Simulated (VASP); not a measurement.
Given:

```
CELL_PARAMETERS angstrom
      6.61756     0.00000     0.00000
      3.30878     4.67932     0.00000
      0.00000     0.00000    21.05624
ATOMIC_POSITIONS crystal
  Ta 0.75000 0.50000 0.33333
  Ta 0.25000 0.50000 0.33333
  Ta 0.75000 0.00000 0.33333
  Ta 0.25000 0.00000 0.33333
  Ta 0.00000 0.00000 0.44444
  Ta 0.50000 0.00000 0.44444
  Ta 0.00000 0.50000 0.44444
  Ta 0.50000 0.50000 0.44444
  Ta 0.75000 0.50000 0.55556
  Ta 0.25000 0.50000 0.55556
  Ta 0.75000 0.00000 0.55556
  Ta 0.25000 0.00000 0.55556
  Ta 0.00000 0.00000 0.66667
  Ta 0.50000 0.00000 0.66667
  Ta 0.00000 0.50000 0.66667
  Ta 0.50000 0.50000 0.66667
  H  0.18750 0.12500 0.72410
```

Level of theory: PBE GGA, VASP's PBE PAW potentials (set 64) (plane waves; VASP). Run with PREC = Normal, EDIFF = 1E-5, 400 eV cut-off, 5×6×1 Γ-centred mesh, first-order Methfessel-Paxton smearing of 0.10 eV, potentials Ta H.

The ions are relaxed. Which structure does the run end with?

```
CELL_PARAMETERS angstrom
      6.61756     0.00000     0.00000
      3.30878     4.67932     0.00000
      0.00000     0.00000    21.05624
ATOMIC_POSITIONS crystal
  Ta 0.74983 0.50078 0.33934
  Ta 0.24939 0.50078 0.33934
  Ta 0.74986 0.00028 0.33888
  Ta 0.25048 0.99903 0.33959
  Ta 0.00111 0.00041 0.44475
  Ta 0.49848 0.00041 0.44475
  Ta 0.99905 0.50190 0.44487
  Ta 0.50038 0.49925 0.44489
  Ta 0.75084 0.49970 0.55603
  Ta 0.24946 0.49970 0.55603
  Ta 0.75014 0.99973 0.55541
  Ta 0.25091 0.99818 0.55678
  Ta 0.00624 0.99759 0.66334
  Ta 0.49618 0.99759 0.66334
  Ta 0.99821 0.50358 0.66143
  Ta 0.50619 0.48762 0.66085
  H  0.18076 0.13848 0.71448
```

How much energy does the relaxation gain?

The energy (σ→0) changes by -19.3 meV/atom, in 12 ionic steps.

The cell is a thin slab with vacuum, built from Ta (bcc): (110) face, H adsorbed.
